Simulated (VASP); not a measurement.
Data:

```
VSe2
1.0
    0.00000     2.98655     2.98655
    2.98655     0.00000     2.98655
    2.98655     2.98655     0.00000
V Se
1 2
Cartesian
  0.00000   0.00000   0.00000
  1.49327   1.49327   1.49327
  4.47982   4.47982   4.47982
```
Starting moments (μB, in the order of the record's atoms V Se Se): 2.0 0.0 0.0.

Calculation: PBE GGA, VASP's PBE PAW potentials (set 64) (plane waves; VASP). Run with 400 eV cut-off, 6×6×6 Γ-centred mesh, Gaussian smearing of 0.050 eV, potentials V_sv Se.

The moments were started parallel, and other spin orders were not tried in this run.

Problem. What does the run give for the cell moment, energy per atom (σ→0), pressure, band gap (on the k-mesh) with the smallest direct gap where there is one?

Solution. 
| Quantity | Result |
|---|---|
| band gap (on the k-mesh) | none (metal, semimetal or under 0.01 eV) |
| cell moment | 1.74 μB |
| energy per atom (σ→0) | -5.631 eV/atom |
| pressure | 11.74 GPa |

Problem. Give the moment on each site (PAW-sphere projection).

Solution. 
| site | moment (μB) |
|---|---|
| V1 | 1.71 |
| Se2 | -0.10 |
| Se3 | -0.10 |

Total energies compare only between runs with the same potentials, cut-off and functional.

The structure was generated: VSe2 was put into the fluorite type (Fm-3m), which need not be its known phase. The cell was not relaxed at this level. The k-mesh is coarse (spacing up to 0.30 per Å, 2π included), so the numbers may not be converged in it.
